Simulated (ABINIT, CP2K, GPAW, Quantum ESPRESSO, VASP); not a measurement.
# Cd2S: 5 runs at one level of theory

```
Cd S
1.0
     3.96267    0.00000    0.00000
    -1.98134    3.43177    0.00000
     0.00000    0.00000    5.80919
Cd S
2 1
Cartesian
  -0.0135 2.2609 5.4264
  2.0175 1.2042 3.3235
  -0.0381 2.2548 2.0836
```

The cell comes from a database or a generator and needn't be the stable form of this composition.

Atoms were shifted at random by some hundredths of an Å from the given cell, which wasn't relaxed again for these runs.

Alike in all runs: task single point; functional PBE; k mesh 8 × 8 × 5; occupations fermi-dirac, width 0.05 eV; no spin polarisation; no spin-orbit coupling. Pressure is positive in compression and, in plane waves, holds the error of the finite cutoff.

```tsv
program and potentials	plane-wave cutoff (eV)	notes	pressure (GPa)	largest force (eV/Å)	energy over the undisturbed cell (meV/atom)
ABINIT, JTH PAW PBE v2.0	599	-	0.31	0.500	11.04
VASP, PBE PAW files Cd, S, 520 eV	520	-	0.58	0.514	-
CP2K, POTENTIAL_UZH Cd GTH-PBE-q12, S GTH-PBE-q6; TZVP-MOLOPT-PBE-GTH basis	-	atomic basis	0.65	0.536	-
GPAW, GPAW PAW data sets (gpaw-data 1.2.1)	600	-	0.04	0.499	-
Quantum ESPRESSO, SSSP 1.3 efficiency PBE	816	-	?	?	?
```

Estimate from the other rows what the run with Quantum ESPRESSO, SSSP 1.3 efficiency PBE gave.

Pressure 0.28 GPa; largest force 0.508 eV/Å; energy over the undisturbed cell 11.33 meV/atom. The other rows, which needn't bracket it: pressure 0.04 to 0.65; largest force 0.499 to 0.536; energy over the undisturbed cell 11.04.
